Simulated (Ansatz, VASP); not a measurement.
**TaN: VASP beside Ansatz**

Aim: how closely do two programs agree when they are given the same cell, functional and k mesh? The cell is taken from a series of runs on this material, whose earlier steps may have relaxed, scaled, displaced or heated it; both programs get it as it stands.

Main program and level: Ansatz 0.2.0; plane waves, with VASP 6.6.1 beside it; zone-centre phonons at PBEsol.

## (1) The starting structure

It takes space group P6/mmm (No. 191, hexagonal). Conventional cell: a = 4.974 Å, b = 4.974 Å, c = 2.860 Å, α = 90.00°, β = 90.00°, γ = 120.00°. N has 6 Ta at 2.03 to 2.49 Å nearest. Nearest to Ta lie 6 N at 2.49 Å. Nearest to Ta lie 6 N at 2.03 Å. Farther neighbours and most contacts between anions are not listed.

Structure file:

```
N Ta
1.0
     4.97412    0.00000    0.00000
    -2.48706    4.30772    0.00000
     0.00000    0.00000    2.86009
N Ta
3 3
Cartesian
  2.4871 0.0000 0.0000
  1.2435 2.1539 0.0000
  -1.2435 2.1539 0.0000
  0.0000 0.0000 0.0000
  0.0000 2.8718 1.4300
  2.4871 1.4359 1.4300
```

## (2) Ansatz: zone-centre phonons, PBEsol

Ansatz runs on its PAW soft_1 files.

Second derivatives magnify differences that forces hide, and they need a tight electronic threshold.

input.yaml reads:

```yaml
crystal:
  lattice:
    - [4.9741248882, 0.0, 0.0]
    - [-2.4870624441, 4.3077185147, 0.0]
    - [0.0, 0.0, 2.8600922262]
  atoms:
    - { symbol: "N", position: [0.5, 0.0, 0.0] }
    - { symbol: "N", position: [0.5, 0.5, 0.0] }
    - { symbol: "N", position: [0.0, 0.5, 0.0] }
    - { symbol: Ta, position: [0.0, 0.0, 0.0] }
    - { symbol: Ta, position: [0.3333333333, 0.6666666667, 0.5] }
    - { symbol: Ta, position: [0.6666666667, 0.3333333333, 0.5] }
kpoints:
  mp_grid: { grid: [9, 9, 12] }
hamiltonian:
  xc: pbesol
  pseudopotentials: { kind: paw, azcp: { folder: soft_1 }, xc_functional: pbe }
scf:
  occupations: { method: methfessel_paxton, width: 0.2 }
output:
  eigenvalues: true
phonons:
  method: dfpt
```

Command:

```bash
> ansatz run input.yaml --threads 8 --pin off --max-ram 16384MiB --backend cpu --events-out ev --progress --plain --runs-dir out
```

Numbers of over 12 decimals in the logs are rounded to 6 here.

Output:

```text
zone centre: on kpoints.mp_grid the ground state, and the responses unless they are solved on pairs of k-points, stand on 175 of the mesh's 972 k-points, reduced under 4 symmetry operations, with k and −k counted as one. Each operation leaves every solved displacement unchanged or reverses it
Engine: ansatz 0.2.0, aarch64-unknown-linux-gnu
Pseudopotentials: kind: paw
Pseudopotential: N, paw, valence charge 5, recommended cutoff 420 eV (normal), soft_1/N.paw.azcp
Pseudopotential: Ta, paw, valence charge 13, recommended cutoff 420 eV (normal), soft_1/Ta.paw.azcp
Functional definition: PBEsol
  exchange = pbesol_x
  correlation = pbesol_c
Crystal: 6 atoms, lattice volume = 61.284 Å³
Basis set: ecut = 420 eV, 1215 PW (Γ), exchange–correlation on 72×72×40 points (8 copies of the dense FFT grid, shifted against one another)
Bands: 33, of which v1, the nominal top of the filled ones, is band 27 counted from 1 (26 counted from 0)
Symmetry: 24 space group operations
k-points: 175 of 972 (irreducible under 4 space group operations, time reversal used)
Non-local potential: N, projectors of the file, l = 0: 2, l = 1: 2, l = 2: 1
Non-local potential: Ta, projectors of the file, l = 0: 3, l = 1: 2, l = 2: 2, l = 3: 1
PAW form: soft (Blöchl's): semilocal exchange-correlation on the pseudo side does not see the compensation charge
PAW frozen core: N, regenerated for the run's functional, and the local potential with it (the file was generated under x = pbe(κ = 0.804, μ = 0.219515), c = pbe(β = 0.066725))
PAW frozen core: Ta, regenerated for the run's functional, and the local potential with it (the file was generated under x = pbe(κ = 0.804, μ = 0.219515), c = pbe(β = 0.066725))
PAW one-centre angular grid: N, 110 points (default); XC on 64 Gauss nodes
PAW one-centre angular grid: Ta, 590 points (default); XC on 64 Gauss nodes
Initial density: superposition of atomic densities (chi_scale 0.1, normalization cell, long waves kept (reshape's long-wave potential 0.01 eV rms))
Initial wavefunctions: pseudopotential atomic-orbital guess
Functional: x = pbesol(κ = 0.804, μ = 0.123457), c = pbesol(β = 0.046)
SCF iter   1: F=—  HF=-30563.314508 eV  |F-HF|=—  |Δ(HF+E_count)|=         —  Δρ=8.13e-2  dr2=3.97e0  ethr=3.10e-3  ⟨swp⟩=4.8  Hψ=22759  notcnv=0
preconditioner: auto → Kerker (q_TF=auto, 2.671 Å⁻¹)  [metal: Δε(μ)=0.078 eV  Ē_g=10.341 eV  σ=0.200 eV  W_gap=0.31  n_scr=26 (ndim 8)  ℏωp=26.0 eV  f_vac=0.000  D(μ)=1.33/eV (n_scr^D=6)]
SCF iter   2: F=—  HF=-30562.448456 eV  |F-HF|=—  |Δ(HF+E_count)|=   8.66e-1  S|Δr|=    0.00e0  Δρ=3.69e-2  dr2=6.83e-1  ethr=3.10e-3  ⟨swp⟩=2.0  Hψ=10533  notcnv=0  defer=208
SCF iter   3: F=—  HF=-30562.302446 eV  |F-HF|=—  |Δ(HF+E_count)|=   1.46e-1  S|Δr|=    0.00e0  Δρ=1.38e-2  dr2=9.87e-2  ethr=1.27e-3  ⟨swp⟩=2.0  Hψ=6182  notcnv=0  defer=208
SCF iter   4: F=—  HF=-30562.273994 eV  |F-HF|=—  |Δ(HF+E_count)|=   2.85e-2  S|Δr|=    0.00e0  Δρ=2.26e-3  dr2=4.34e-3  ethr=1.83e-4  ⟨swp⟩=2.0  Hψ=9162  notcnv=0  defer=181
SCF iter   5: F=—  HF=-30562.272761 eV  |F-HF|=—  |Δ(HF+E_count)|=   1.23e-3  S|Δr|=    0.00e0  Δρ=7.32e-4  dr2=2.87e-4  ethr=8.03e-6  ⟨swp⟩=2.0  Hψ=6848  notcnv=0  defer=176
SCF iter   6: F=—  HF=-30562.272671 eV  |F-HF|=—  |Δ(HF+E_count)|=   9.04e-5  S|Δr|=    0.00e0  Δρ=9.66e-5  dr2=6.56e-6  ethr=5.32e-7  ⟨swp⟩=2.0  Hψ=8040  notcnv=0  defer=176
SCF iter   7: F=—  HF=-30562.272670 eV  |F-HF|=—  |Δ(HF+E_count)|=   8.66e-7  S|Δr|=    0.00e0  Δρ=1.63e-5  dr2=1.32e-7  ethr=1.22e-8  ⟨swp⟩=2.0  Hψ=7688  notcnv=0  defer=176
SCF iter   8: F=—  HF=-30562.272670 eV  |F-HF|=—  |Δ(HF+E_count)|=   2.36e-7  S|Δr|=    0.00e0  Δρ=2.73e-6  dr2=4.12e-9  ethr=2.45e-10  ⟨swp⟩=2.2  Hψ=8739  notcnv=0  defer=176
SCF iter   9: F=—  HF=-30562.272670 eV  |F-HF|=—  |Δ(HF+E_count)|=  5.06e-10  S|Δr|=    0.00e0  Δρ=4.25e-7  dr2=9.51e-11  ethr=7.63e-12  ⟨swp⟩=2.0  Hψ=8501  notcnv=0  defer=176
SCF iter  10: F=-30562.272670 eV  HF=-30562.272670 eV  |F-HF|=1.09e-11  |Δ(HF+E_count)|=  1.46e-11  S|Δr|=    0.00e0  Δρ=6.53e-8  dr2=1.32e-12  ethr=1.00e-12  ⟨swp⟩=10.8  Hψ=29562  notcnv=0
SCF 1 converged in 10 iterations: F = -30562.272670 eV  dr2 = 1.32e-12
  greatest PAW one-centre occupation: 0.999 electrons in one spin orbital (limit 2), on the Ta atom at site 5 (counted from 0), in its partial waves of l = 0
DFPT response loops at Γ: preconditioner auto → Kerker (q_TF=auto, 2.671 Å⁻¹) (partly filled bands, converged f_vac=0.000); β = 1.00, the filter's whole step (`scf.mixing.beta` (0.50) is not read by the response loops under this deck's `scf.mixing.preconditioner`; to damp them name `kerker` or `kerker_dos`, under which they read `scf.mixing.beta`, and type it under 1.00, their step now; both keys bind the ground state too); Broyden in place of MSR1
SCF converged after 10 iterations
Stability not checked: this state was not tested for a lower state beside it, because cold or Methfessel-Paxton smearing, or corrected tetrahedra, fill the levels in a way that the test cannot read (fill_not_monotonic; see scf.lower_state_search)
Free energy (F): -30562.272670 eV
Harris-Foulkes:  -30562.272670 eV  (|F-HF|=1.09e-11)
Internal energy: -30562.274658 eV  (E = F + TS)
E sigma→0 (E₀):  -30562.273167 eV
Entropy (-TS):   0.001988 eV (0.331 meV/atom)
Fermi energy:    21.640449 eV
--- Per-component energies (eV) ---
  E_band       = -111.264638
  E_kinetic    = 1593.249143
  E_local      = -1813.088067  (includes V_loc(G=0)·N_el)
  E_nonlocal   = 82.990652
  E_hartree    = 671.171770
  E_xc         = -1142.810602
  E_vxc        = -938.003880  (∫ρ·V_xc dr)
  E_paw        = -24916.708437  (= ΣΔE_a)
  E_vpaw       = -378.759111  (= ΣTr[D̂ρ^β])
  E_aug_tail   = 0.003060  (compensation charges beyond the density's cutoff)
  E_ewald      = -5037.807613
  E_core_change = 0.725435  (= ΣΔE_core)
  E_smearing   = 0.001988  (= −TS)
  E_closure    = -0.000000  (closes the sum)
  Σ components = -30562.272670   (vs F -30562.272670, Δ=0.00e0)
--- Band table (eV; the first three rows and the last of 175) ---
  k-point 0: bands = [... 23 lower, 18.6749, 18.9774, 19.5642, 20.2562, 20.2562, 22.3009, 22.3009, 23.4910, ... 2 higher]
  k-point 1: bands = [... 23 lower, 18.2271, 19.0145, 19.8776, 20.4326, 20.4326, 22.4462, 22.4462, 23.5774, ... 2 higher]
  k-point 2: bands = [... 23 lower, 18.4496, 19.1184, 20.7385, 20.8906, 20.8906, 21.8095, 21.8095, 23.8154, ... 2 higher]
  k-point 174: bands = [... 23 lower, 17.9138, 18.0265, 18.9658, 20.4383, 23.9087, 24.0778, 24.2607, 24.7790, ... 2 higher]
--- Phonons (Γ-DFPT): 7 representative perturbations + reference, on 175 of 972 k-points (Σ response iterations 22) ---
  k mesh reduced under 4 symmetry operations, with k and −k counted as one. Each operation leaves every solved displacement unchanged or reverses it
  ASR residual: 3.778e-5 → 0.000e0 eV/Å²; symmetrization residual: 3.141e-6 eV/Å²
  ASR residual per site (eV/Å²): 3.78e-5 3.11e-5 3.11e-5 2.26e-5 2.01e-5 2.01e-5
  Γ frequencies (cm⁻¹): -625.35 -238.82 -238.82 0.00 0.00 0.00 133.14 188.88 188.88 221.14 269.09 269.09 721.46 724.61 724.61 857.36 857.36 1053.72
  non-analytic LO–TO correction: not included (Born effective charges unavailable; polar crystals: no LO–TO splitting at Γ)
```

In the SCF lines HF is the Harris–Foulkes energy and dr2 the Hartree energy of the density residual, in eV; the loop may stop once dr2 is under the threshold and the program's other checks hold. Hψ counts applications of the Hamiltonian.

(Continued in part 2 of 3.)

[Lines on the potential files, build, host, timing and source positions are cut from VASP's logs without a mark.]

[Logs are printed without paths, hosts, clocks, repeated set-up lines and the standing remarks that a program may print on its own settings, such as how far it seeks lower states.]

[Hosts, paths, dates, database ids (printed as entryN), source tags and the programs' standing remarks are cut or masked in the printed files.]
